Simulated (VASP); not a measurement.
Here is the system:

```xyz
3
Lattice="3.6364 0.0000 0.0000 -1.8182 3.1492 0.0000 0.0000 0.0000 18.6008" Properties=species:S:1:pos:R:3 pbc="T T T"
S      1.8182     1.0497     7.8692
S      0.0000     2.0995    10.7316
Zr     0.0000     0.0000     9.3004
```

Method: PBE GGA with D3 dispersion (Becke-Johnson damping), VASP's PBE PAW potentials (set 64) (plane waves; VASP). Numerical set-up: PREC = Normal, EDIFF = 1E-5, 400 eV cut-off, 12×12×1 Γ-centred mesh, Gaussian smearing of 0.050 eV, potentials S Zr_sv.

Problem. The ions and cell shape at fixed volume are relaxed. What does this cell relax into?

Solution. 
```xyz
3
Lattice="3.6540 0.0000 0.0000 -1.8270 3.1644 0.0000 0.0000 0.0000 18.4229" Properties=species:S:1:pos:R:3 pbc="T T T"
S      1.8270     1.0548     7.7552
S      0.0000     2.1096    10.6677
Zr     0.0000     0.0000     9.2114
```

Problem. How much energy does the relaxation gain?

Solution. The energy (σ→0) changes by -4.6 meV/atom, in 5 ionic steps.

```csv
step,E(σ→0) (eV),max force (eV/Å),pressure (GPa),volume (Å³)
1,-22.1504,0.398,0.70,213.02
2,-22.1611,0.153,0.37,213.02
3,-22.1627,0.018,0.18,213.02
4,-22.1635,0.018,0.09,213.02
5,-22.1643,0.009,-0.08,213.02
```

The cell is a sheet with vacuum, built from ZrS2 (1T layered).
